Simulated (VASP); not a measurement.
A convergence study with VASP on Li₂O (antifluorite): one setting is varied, all else stays as given below, so the limit is that of these other settings.

```xyz
3
Lattice="0.0000 2.3100 2.3100 2.3100 0.0000 2.3100 2.3100 2.3100 0.0000" Properties=species:S:1:pos:R:3 pbc="T T T"
Li     1.1550     1.1550     1.1550
Li     3.4650     3.4650     3.4650
O      0.0000     0.0000     0.0000
```

Level of theory: PBE GGA, VASP's PBE PAW potentials (set 64) (plane waves; VASP). The tightest run used: 700 eV cut-off, 17×17×17 Γ-centred mesh, Gaussian smearing of 0.050 eV, potentials Li_sv O.

Q: The settings run are 1×1×1 mesh; 2×2×2 mesh; 3×3×3 mesh; 5×5×5 mesh; 6×6×6 mesh; 7×7×7 mesh; 8×8×8 mesh; 10×10×10 mesh; 11×11×11 mesh; 12×12×12 mesh; 13×13×13 mesh; 14×14×14 mesh; 16×16×16 mesh; 17×17×17 mesh. From which on does the energy per atom stay within 0.001 eV/atom of the tightest run?

A: From 5×5×5 mesh on: it is off by 0.0001 there and by no more than 0.001 in any finer run, while 3×3×3 mesh is off by 0.0081.
```csv
setting,E (eV/atom),pressure (GPa),irreducible k-points,difference judged (eV/atom)
1×1×1 mesh,-2.0864,46.05,1,2.6987
2×2×2 mesh,-4.6525,2.34,3,0.1325
3×3×3 mesh,-4.7769,-0.07,4,0.0081
5×5×5 mesh,-4.7849,-0.16,10,0.0001
6×6×6 mesh,-4.7851,-0.16,16,0.0000
7×7×7 mesh,-4.7850,-0.17,20,0.0000
8×8×8 mesh,-4.7851,-0.17,29,0.0000
10×10×10 mesh,-4.7850,-0.17,47,0.0000
11×11×11 mesh,-4.7851,-0.17,56,0.0000
12×12×12 mesh,-4.7851,-0.17,72,0.0000
13×13×13 mesh,-4.7851,-0.17,84,0.0000
14×14×14 mesh,-4.7850,-0.17,104,0.0000
16×16×16 mesh,-4.7851,-0.17,145,0.0000
17×17×17 mesh,-4.7850,-0.17,165,0.0000
```

Left out are rungs that failed or repeat a setting and relaxations that didn't move; long series are thinned to 24 rows.

The compound is Li2O in the antifluorite structure. The cell was not relaxed at this level.
